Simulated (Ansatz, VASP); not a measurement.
# Cross-check of SbAs between VASP and Ansatz

Aim: how closely do two programs agree when they are given the same cell, functional and k mesh? The cell is generated by rule, not measured, and may not be a known phase. The cell is taken from a series of runs on this material, whose earlier steps may have relaxed, scaled, displaced or heated it; both programs get it as it stands.

Main program and level: Ansatz 0.2.0; plane waves, with VASP 6.6.1 beside it; relaxation of cell and atoms at PBEsol.

## Step 1: Set-up

Symmetry: Fm-3m, No. 225, cubic system. The conventional cell has a = 5.764 Å, b = 5.764 Å, c = 5.764 Å, α = 90.00°, β = 90.00°, γ = 90.00°. Sb has 6 As at 2.88 Å nearest. Nearest to As lie 6 Sb at 2.88 Å. Farther neighbours are not listed.

## Step 2: Ansatz: relaxation of cell and atoms, PBEsol, pair 1

Ansatz runs on its default PAW (the set named soft_2) files.

The relaxed volume is the usual yardstick between codes: in a stiff, nearly cubic crystal its relative difference is about their pressure difference at one cell divided by the bulk modulus.

input.yaml reads:

```yaml
crystal:
  lattice:
    - [0.0, 2.8821371265, 2.8821371265]
    - [2.8821371265, 0.0, 2.8821371265]
    - [2.8821371265, 2.8821371265, 0.0]
  atoms:
    - { symbol: Sb, position: [0.0, 0.0, 0.0] }
    - { symbol: As, position: [0.5, 0.5, 0.5] }
kpoints:
  mp_grid: { grid: [12, 12, 12] }
hamiltonian:
  xc: pbesol
scf:
  occupations: { method: methfessel_paxton, width: 0.2 }
output:
  forces: true
  stress: true
  eigenvalues: true
relax:
  adjacent_minimum: "off"
  f_tol: 0.001
  max_steps: 60
  cell: { stress_tol: 0.01 }
```

Launch:

```sh
$ ansatz run input.yaml --threads 4 --pin off --max-ram 7168MiB --backend cpu --events-out ev --progress --plain --runs-dir out
```

Numbers of over 12 decimals in the logs are rounded to 6 here.

What it wrote:

```text
Engine: ansatz 0.2.0, aarch64-unknown-linux-gnu
Pseudopotentials: kind: paw
Pseudopotential: Sb, paw, valence charge 15, recommended cutoff 420 eV (normal), Sb.paw.azcp
Pseudopotential: As, paw, valence charge 15, recommended cutoff 420 eV (normal), As.paw.azcp
Functional definition: PBEsol
  exchange = pbesol_x
  correlation = pbesol_c
Crystal: 2 atoms, lattice volume = 47.882 Å³
Basis set: ecut = 420 eV, 941 PW (Γ), exchange–correlation on 60×60×60 points (8 copies of the dense FFT grid, shifted against one another)
Bands: 19, of which v1, the nominal top of the filled ones, is band 15 counted from 1 (14 counted from 0)
Symmetry: 48 space group operations
Space group: Fm-3m (ITA 225), of the structure as read, at distance tolerance 3.6e-5 Å
k-points: 72 of 1728
Non-local potential: Sb, projectors of the file, l = 0: 2, l = 1: 2, l = 2: 2, l = 3: 2
Non-local potential: As, projectors of the file, l = 0: 2, l = 1: 2, l = 2: 3, l = 3: 1
PAW form: soft (Blöchl's): semilocal exchange-correlation on the pseudo side does not see the compensation charge
PAW frozen core: Sb, regenerated for the run's functional, and the local potential with it (the file was generated under x = pbe(κ = 0.804, μ = 0.219515), c = pbe(β = 0.066725))
PAW frozen core: As, regenerated for the run's functional, and the local potential with it (the file was generated under x = pbe(κ = 0.804, μ = 0.219515), c = pbe(β = 0.066725))
PAW one-centre angular grid: Sb, 590 points (default); XC on 64 Gauss nodes
PAW one-centre angular grid: As, 590 points (default); XC on 64 Gauss nodes
Initial density: superposition of atomic densities (neutral atoms: chi_scale 0, normalization atom), corrected by the library's trained network
Initial wavefunctions: pseudopotential atomic-orbital guess
Functional: x = pbesol(κ = 0.804, μ = 0.123457), c = pbesol(β = 0.046)
SCF iter   1: F=—  HF=-11221.049679 eV  |F-HF|=—  |Δ(HF+E_count)|=         —  Δρ=2.78e-3  dr2=6.05e-3  ethr=1.77e-3  ⟨swp⟩=5.2  Hψ=6288  notcnv=0
preconditioner: auto → Kerker (q_TF=auto, 2.524 Å⁻¹)  [metal: Δε(μ)=0.078 eV  Ē_g=9.530 eV  σ=0.200 eV  W_gap=0.32  n_scr=14 (ndim 8)  ℏωp=17.0 eV  f_vac=0.000  D(μ)=0.96/eV (n_scr^D=8)]
SCF iter   2: F=—  HF=-11221.046993 eV  |F-HF|=—  |Δ(HF+E_count)|=   2.69e-3  S|Δr|=    0.00e0  Δρ=1.55e-3  dr2=1.28e-3  ethr=2.02e-5  ⟨swp⟩=2.6  Hψ=3035  notcnv=0
SCF iter   3: F=—  HF=-11221.046692 eV  |F-HF|=—  |Δ(HF+E_count)|=   3.00e-4  S|Δr|=    0.00e0  Δρ=4.50e-4  dr2=1.50e-4  ethr=4.27e-6  ⟨swp⟩=2.1  Hψ=1781  notcnv=0
SCF iter   4: F=—  HF=-11221.046681 eV  |F-HF|=—  |Δ(HF+E_count)|=   1.13e-5  S|Δr|=    0.00e0  Δρ=2.11e-4  dr2=2.24e-5  ethr=4.99e-7  ⟨swp⟩=2.1  Hψ=1703  notcnv=0
SCF iter   5: F=—  HF=-11221.046686 eV  |F-HF|=—  |Δ(HF+E_count)|=   5.03e-6  S|Δr|=    0.00e0  Δρ=6.42e-5  dr2=2.62e-6  ethr=7.48e-8  ⟨swp⟩=2.1  Hψ=2035  notcnv=0
SCF iter   6: F=—  HF=-11221.046686 eV  |F-HF|=—  |Δ(HF+E_count)|=   3.83e-8  S|Δr|=    0.00e0  Δρ=3.30e-5  dr2=2.68e-7  ethr=8.72e-9  ⟨swp⟩=2.0  Hψ=2094  notcnv=0
SCF iter   7: F=-11221.046686 eV  HF=-11221.046686 eV  |F-HF|=9.57e-10  |Δ(HF+E_count)|=   2.91e-7  S|Δr|=    0.00e0  Δρ=6.15e-6  dr2=1.54e-8  ethr=3.33e-10  ⟨swp⟩=5.7  Hψ=6416  notcnv=0
SCF 1 converged in 7 iterations: F = -11221.046686 eV  dr2 = 1.54e-8
  greatest PAW one-centre occupation: 0.999 electrons in one spin orbital (limit 2), on the As atom at site 1 (counted from 0), in its partial waves of l = 2
relax step   1: F+E_penalty+E_count = -11221.04668574 eV  Δ(F+E_penalty+E_count) = +0.000e0 eV  max|allowed force component| = 2.465e-30 eV/Å  Δτ_max = 0.0000 Å  P = -0.065 GPa  Ω = 47.882 Å³  (7 SCF iters, dr2 threshold 1.00e-7 eV, accepted)
[...]
relax step   2: F+E_penalty+E_count = -11221.04670332 eV  Δ(F+E_penalty+E_count) = -1.758e-5 eV  max|allowed force component| = 1.249e-30 eV/Å  Δτ_max = 0.0000 Å  P = +0.064 GPa  Ω = 47.800 Å³  energy of the carried Pulay correction = +1.739e-5 eV  (4 SCF iters, dr2 threshold 1.04e-8 eV, accepted)
[...]
relax step   3: F+E_penalty+E_count = -11221.04670285 eV  Δ(F+E_penalty+E_count) = +4.723e-7 eV  max|allowed force component| = 1.775e-30 eV/Å  Δτ_max = 0.0000 Å  P = -0.000 GPa  Ω = 47.841 Å³  energy of the carried Pulay correction = +8.736e-6 eV  (4 SCF iters, dr2 threshold 1.02e-8 eV, accepted)
[...]
relax step   4: F+E_penalty+E_count = -11221.04669298 eV  Δ(F+E_penalty+E_count) = +9.871e-6 eV  max|allowed force component| = 8.152e-30 eV/Å  Δτ_max = 0.0000 Å  P = +0.000 GPa  Ω = 47.841 Å³  stress off target by 2.28e-5 GPa  SCF on the basis re-selected at this cell (its energy is not comparable with the rows above)  (6 SCF iters)
basis re-selected at this cell: Δ(F+E_penalty+E_count) = +9.871e-6 eV, ΔP = +0.000 GPa vs the last step (what re-selecting the basis moved, of the pressure what is left beyond the Pulay correction that the steps carried, after the strain that the cell walked since its last selection, with what the two solves' SCF thresholds leave and, on support functions, any second-order correction that the steps lacked; it is no m [...]
SCF converged after 6 iterations
Stability not checked: this state was not tested for a lower state beside it, because cold or Methfessel-Paxton smearing, or corrected tetrahedra, fill the levels in a way that the test cannot read (fill_not_monotonic; see scf.lower_state_search)
Free energy (F): -11221.046693 eV
Harris-Foulkes:  -11221.046693 eV  (|F-HF|=1.82e-12)
Internal energy: -11221.045452 eV  (E = F + TS)
E sigma→0 (E₀):  -11221.046383 eV
Entropy (-TS):   -0.001241 eV (-0.620 meV/atom)
Fermi energy:    11.147654 eV
--- Per-component energies (eV) ---
  E_band       = -373.720988
  E_kinetic    = 310.526525
  E_local      = -3117.113828  (includes V_loc(G=0)·N_el)
  E_nonlocal   = -304.512564
  E_hartree    = 1587.714754
  E_xc         = -216.718205
  E_vxc        = -176.529579  (∫ρ·V_xc dr)
  E_paw        = -6291.806330  (= ΣΔE_a)
  E_vpaw       = -261.521044  (= ΣTr[D̂ρ^β])
  E_aug_tail   = 0.000005  (compensation charges beyond the density's cutoff)
  E_ewald      = -3190.434096
  E_core_change = 1.298286  (= ΣΔE_core)
  E_smearing   = -0.001241  (= −TS)
  E_closure    = 0.000000  (closes the sum)
  Σ components = -11221.046693   (vs F -11221.046693, Δ=0.00e0)
--- Forces (eV/Å), atoms counted from 1 ---
  atom   1  Sb    -0.00000000     0.00000000     0.00000000
  atom   2  As     0.00000000    -0.00000000    -0.00000000
  max |Σ_I F_I| component: 1.21e-29 eV/Å
--- Stress (GPa, compression-positive) ---
        0.000023      -0.000000      -0.000000
       -0.000000       0.000023      -0.000000
       -0.000000      -0.000000       0.000023
  P = ⅓ Tr σ = 0.0000 GPa (0.000 kbar)
--- Band table (eV; the first three rows and the last of 72) ---
  k-point 0: bands = [... 11 lower, 6.3765, 9.2932, 9.2932, 9.2932, 14.9349, 14.9349, 14.9349, 16.4399]
  k-point 1: bands = [... 11 lower, 5.9214, 9.3054, 9.3054, 9.5756, 14.5052, 14.5052, 14.6024, 16.3527]
  k-point 2: bands = [... 11 lower, 4.9197, 9.3516, 9.3516, 10.0657, 13.6257, 13.6257, 13.9019, 16.4143]
  k-point 71: bands = [... 11 lower, 1.8662, 5.6467, 5.6467, 11.1572, 11.6003, 16.5979, 16.5979, 18.1647]
--- Relaxed structure (3 steps of the walk, 3 accepted, 1 SCFs on fresh bases) ---
  F+E_penalty+E_count = -11221.04669298 eV   max|allowed force component| = 8.152e-30 eV/Å   (the final SCF, on the basis selected at the relaxed cell)
  cell:  # Å, volume = 47.8408 Å³
    - [0, 2.881306, 2.881306]
    - [2.881306, 0, 2.881306]
    - [2.881306, 2.881306, 0]
  atoms:
    - { symbol: Sb, position: [0, 0, 0] }
    - { symbol: As, position: [0.500000, 0.500000, 0.500000] }
```

In the SCF lines HF is the Harris–Foulkes energy and dr2 the Hartree energy of the density residual, in eV; the loop may stop once dr2 is under the threshold and the program's other checks hold. Hψ counts applications of the Hamiltonian.

## Step 3: VASP: relaxation of cell and atoms, PBEsol, pair 1

The same cell, functional, mesh and smearing now go to VASP, with its own data sets.

Lines of VASP's logs that name or quote its potential files are left out, and so is its time.

INCAR reads:

```
SYSTEM = SbAs
PREC = Accurate
ENCUT = 500
EDIFF = 1E-07
NELM = 120
ISMEAR = 1
SIGMA = 0.2
LREAL = .FALSE.
ALGO = Normal
GGA = PS
NBANDS = 11
LORBIT = 11
LWAVE = .FALSE.
LCHARG = .FALSE.
ISIF = 3
IBRION = 2
NSW = 80
EDIFFG = -0.005
LASPH = .TRUE.
GGA_COMPAT = .FALSE.
NELMIN = 4
KPAR = 2
```

POSCAR reads:

```
SbAs
1.0
    0.0000000000      2.8821370000      2.8821370000
    2.8821370000      0.0000000000      2.8821370000
    2.8821370000      2.8821370000      0.0000000000
Sb As
1 1
Direct
    0.0000000000      0.0000000000      0.0000000000
    0.5000000000      0.5000000000      0.5000000000
```

KPOINTS reads:

```
Automatic mesh
0
Gamma
12 12 12
0 0 0
```

Potentials, in the order of the species: Sb and As (PBE family, release 64).

Launch:

```sh
$ mpirun -np 2 vasp_std
```

What it wrote:

```text
[banner, memory and clock lines left out]
running    2 mpi-ranks, on    1 nodes
 distrk:  each k-point on    1 cores,    2 groups
 distr:  one band on    1 cores,    1 groups

 POSCAR found type information on POSCAR SbAs
 POSCAR found :  2 types and       2 ions
|                                                                             |
|               ----> ADVICE to this user running VASP <----                  |
|                                                                             |
|     You enforced a specific xc type in the INCAR file but a different       |
|     [... a line on the potential file left out ...]
|     I HOPE YOU KNOW WHAT YOU ARE DOING!                                     |
|                                                                             |

 LDA part: xc-table for (Slater+PW92), standard interpolation
 POSCAR, INCAR and KPOINTS ok, starting setup
 FFT: planning ... GRIDC
 FFT: planning ... GRID_SOFT
 FFT: planning ... GRID
 WAVECAR not read
 entering main loop
       N       E                     dE             d eps       ncg     rms          rms(c)
DAV:   1     0.261857872621E+02    0.26186E+02   -0.36825E+03  1584   0.695E+02
DAV:   2    -0.820059403713E+01   -0.34386E+02   -0.33577E+02  2200   0.111E+02
DAV:   3    -0.967809216971E+01   -0.14775E+01   -0.14661E+01  1945   0.240E+01
DAV:   4    -0.968871123376E+01   -0.10619E-01   -0.10617E-01  1796   0.239E+00
DAV:   5    -0.968879071638E+01   -0.79483E-04   -0.79483E-04  1866   0.226E-01    0.303E+00
DAV:   6    -0.961846348880E+01    0.70327E-01   -0.27782E-01  1719   0.181E+00    0.181E+00
DAV:   7    -0.961724528723E+01    0.12182E-02   -0.22038E-02  1809   0.790E-01    0.733E-01
DAV:   8    -0.961643404770E+01    0.81124E-03   -0.19971E-03  1746   0.220E-01    0.932E-02
DAV:   9    -0.961639585622E+01    0.38191E-04   -0.45594E-04  1739   0.101E-01    0.481E-02
DAV:  10    -0.961639487954E+01    0.97667E-06   -0.29569E-05  1851   0.350E-02    0.675E-03
DAV:  11    -0.961639520820E+01   -0.32866E-06   -0.29692E-06  1775   0.977E-03    0.292E-03
DAV:  12    -0.961639497868E+01    0.22952E-06   -0.11656E-07  1449   0.215E-03    0.909E-04
DAV:  13    -0.961639501712E+01   -0.38435E-07   -0.74577E-09   924   0.564E-04
   1 F= -.96163950E+01 E0= -.96159775E+01  d E =-.961640E+01
 curvature:   0.00 expect dE= 0.000E+00 dE for cont linesearch  0.000E+00
 trial: gam= 0.00000 g(F)=  0.165E-62 g(S)=  0.431E-04 ort = 0.000E+00 (trialstep = 0.100E+01)
 search vector abs. value=  0.431E-04
 bond charge predicted
       N       E                     dE             d eps       ncg     rms          rms(c)
DAV:   1    -0.961644647965E+01   -0.51501E-04   -0.12206E-03  1614   0.169E-01    0.322E-02
DAV:   2    -0.961641547314E+01    0.31007E-04   -0.38451E-05  1713   0.353E-02    0.170E-02
DAV:   3    -0.961640192160E+01    0.13552E-04   -0.18406E-05  1614   0.214E-02    0.370E-03
DAV:   4    -0.961640106913E+01    0.85247E-06   -0.11478E-06  1785   0.538E-03    0.278E-03
DAV:   5    -0.961640106027E+01    0.88593E-08   -0.36756E-08   936   0.122E-03
   2 F= -.96164011E+01 E0= -.96159907E+01  d E =-.604315E-05
 trial-energy change:   -0.000006  1 .order   -0.000008   -0.000043    0.000028
 step:   0.5740(harm=  0.6099)  dis= 0.00000  next Energy=    -9.616407 (dE=-0.121E-04)
 bond charge predicted
       N       E                     dE             d eps       ncg     rms          rms(c)
DAV:   1    -0.961641429362E+01   -0.13224E-04   -0.22138E-04  1608   0.721E-02    0.137E-02
DAV:   2    -0.961640913280E+01    0.51608E-05   -0.69516E-06  1698   0.150E-02    0.723E-03
DAV:   3    -0.961640723149E+01    0.19013E-05   -0.33397E-06  1611   0.910E-03    0.159E-03
DAV:   4    -0.961640719141E+01    0.40079E-07   -0.20033E-07  1291   0.228E-03
   3 F= -.96164072E+01 E0= -.96159937E+01  d E =-.121743E-04
 curvature:  -0.30 expect dE=-0.227E-07 dE for cont linesearch -0.227E-07
 trial: gam=-0.03996 g(F)=  0.722E-62 g(S)=  0.750E-07 ort = 0.180E-05 (trialstep = 0.915E+00)
 search vector abs. value=  0.230E-09
 reached required accuracy - stopping structural energy minimisation
```

OUTCAR, selected parts (step 3):

```text
ion  position               nearest neighbor table
   1  0.000  0.000  0.000-   2 2.88   2 2.88   2 2.88   2 2.88   2 2.88   2 2.88
   2  0.500  0.500  0.500-   1 2.88   1 2.88   1 2.88   1 2.88   1 2.88   1 2.88

  LATTYP: Found a face centered cubic cell.
 ALAT       =     5.7642740000

 Subroutine GETGRP returns: Found 48 space group operations
 (whereof 48 operations were pure point group operations)

The static configuration has the point symmetry O_h .

 Found     72 irreducible k-points:

   k-points           NKPTS =     72   k-points in BZ     NKDIM =     72   number of bands    NBANDS=     11

   dimension x,y,z NGX =    30 NGY =   30 NGZ =   30
   dimension x,y,z NGXF=    60 NGYF=   60 NGZF=   60

   ENCUT  =  500.0 eV  36.75 Ry    6.06 a.u.   7.43  7.43  7.43*2*pi/ulx,y,z

   NELECT =      10.0000    total number of electrons

 k-points in reciprocal lattice and weights: Automatic mesh
   0.00000000  0.00000000  0.00000000       0.001
   0.08333333  0.00000000  0.00000000       0.005
   0.16666667  0.00000000  0.00000000       0.005
   0.25000000  0.00000000  0.00000000       0.005
   0.33333333  0.00000000  0.00000000       0.005
   0.41666667  0.00000000  0.00000000       0.005
   0.50000000  0.00000000  0.00000000       0.002
   0.08333333  0.08333333  0.00000000       0.003
   0.16666667  0.08333333  0.00000000       0.014
[...]
-0.33333333  0.50000000  0.16666667       0.007
  -0.25000000  0.50000000  0.25000000       0.003

 average (electrostatic) potential at core
       1 -85.8879       2 -47.6828

 E-fermi :   6.9797

 k-point     1 :       0.0000    0.0000    0.0000
  band No.  band energies     occupation
      1      -6.9136      2.00000
      2       2.2199      2.00000
      3       5.1264      2.00000
      4       5.1264      2.00000
      5       5.1264      2.00000
      6      10.7636     -0.00000
      7      10.7636     -0.00000
      8      10.7636     -0.00000
      9      12.2144      0.00000
     10      12.2144      0.00000
    ...

 k-point     2 :       0.0833    0.0000    0.0000
  band No.  band energies     occupation
      1      -6.8283      2.00000
      2       1.7638      2.00000
      3       5.1385      2.00000
      4       5.1385      2.00000
      5       5.4096      2.00000
      6      10.3319     -0.00000
      7      10.3319     -0.00000
      8      10.4315     -0.00000
      9      12.1378      0.00000
     10      12.3895      0.00000
    ...

 k-point     3 :       0.1667    0.0000    0.0000
  band No.  band energies     occupation
      1      -6.5738      2.00000
      2       0.7611      2.00000
      3       5.1844      2.00000
      4       5.1844      2.00000
      5       5.9001      2.00000
      6       9.4528     -0.00000
      7       9.4528     -0.00000
      8       9.7322     -0.00000
      9      12.2087      0.00000
     10      12.8874      0.00000
    ...

  Total        0.0010183      0.0010183      0.0010183      0.0000000      0.0000000     -0.0000000
  in kB        0.0340388      0.0340388      0.0340388      0.0000000      0.0000000     -0.0000000
  external PRESSURE =       0.0340388 kB  Pullay stress =       0.0000000 kB

  energy-cutoff  :      500.00
  volume of cell :       47.93
      direct lattice vectors                 reciprocal lattice vectors
     0.000000000  2.883111389  2.883111389    -0.173423754  0.173423754  0.173423754
     2.883111389  0.000000000  2.883111389     0.173423754 -0.173423754  0.173423754
     2.883111389  2.883111389 -0.000000000     0.173423754  0.173423754 -0.173423754

 POSITION                                       TOTAL-FORCE (eV/Angst)
 -----------------------------------------------------------------------------------
      0.00000      0.00000      0.00000        -0.000000      0.000000      0.000000
      2.88311      2.88311      2.88311         0.000000     -0.000000     -0.000000
 -----------------------------------------------------------------------------------
    total drift:                               -0.000000     -0.000000      0.000000

  FREE ENERGIE OF THE ION-ELECTRON SYSTEM (eV)
  ---------------------------------------------------
  free  energy   TOTEN  =        -9.6164071914 eV

  energy  without entropy=       -9.6151666779  energy(sigma->0) =       -9.61599369

 reached required accuracy - stopping structural energy minimisation

 total charge
# of ion       s       p       d       tot
------------------------------------------
    1        1.234   1.068   0.051   2.353
    2        1.291   1.379   0.041   2.710
--------------------------------------------------
tot          2.524   2.447   0.092   5.063

[... 3 further parts left out ...]
```

The run keeps the 48 symmetry operations of its start, so it cannot find a distortion of lower symmetry.

## Step 4: Comparison

Known differences besides the potentials themselves: the data sets hold 30 valence electrons in Ansatz (on its default PAW (the set named soft_2) files) and 10 in VASP; the cutoff is 420 eV in Ansatz and 500 eV in VASP; Ansatz makes its cores anew for this functional, VASP keeps those of its PBE data sets; Ansatz adds a Pulay correction to the stress that steers its cell, VASP none. Total energies have different zeros and are not compared.

The two programs side by side:

```tsv
quantity	Ansatz	VASP	difference
volume (Å³)	47.84	47.93	-0.19 %
edge a after relaxation, in the typed setting (Å)	4.075	4.077	-0.06 %
```

[end of part 1 of 2]

[Lines on the potential files, build, host, timing and source positions are cut from VASP's logs without a mark.]

[Logs are printed without paths, hosts, clocks, repeated set-up lines and the standing remarks that a program may print on its own settings, such as how far it seeks lower states.]

[Hosts, paths, dates, database ids (printed as entryN), source tags and the programs' standing remarks are cut or masked in the printed files.]
